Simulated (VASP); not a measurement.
Given:

```xyz
5
Lattice="3.9717 0.0000 0.0000 0.0000 3.9717 0.0000 0.0000 0.0000 3.9717" Properties=species:S:1:pos:R:3 pbc="T T T"
Ba     0.0000     0.0000     0.0000
Ti     1.9858     1.9858     1.9858
O      1.9858     0.0000     1.9858
O      0.0000     1.9858     1.9858
O      1.9858     1.9858     0.0000
```

Calculation: PBE GGA with D4 dispersion, VASP's PBE PAW potentials (set 64) (plane waves; VASP). Settings: 520 eV cut-off, 6×6×6 Γ-centred mesh, Gaussian smearing of 0.050 eV, potentials Ba_sv Ti_sv O.

Problem. Give the stress tensor in GPa (positive for a compressed cell).

Solution. 
```
5.21  0.00  0.00
0.00  5.21  0.00
0.00  0.00  5.21
```
The pressure is its mean diagonal, 5.21 GPa.

The compound is BaTiO3 in the cubic perovskite structure, the ideal cubic form; the compound distorts at low or room temperature. This cell is one point of a volume scan, at 0.97 of the reference volume.
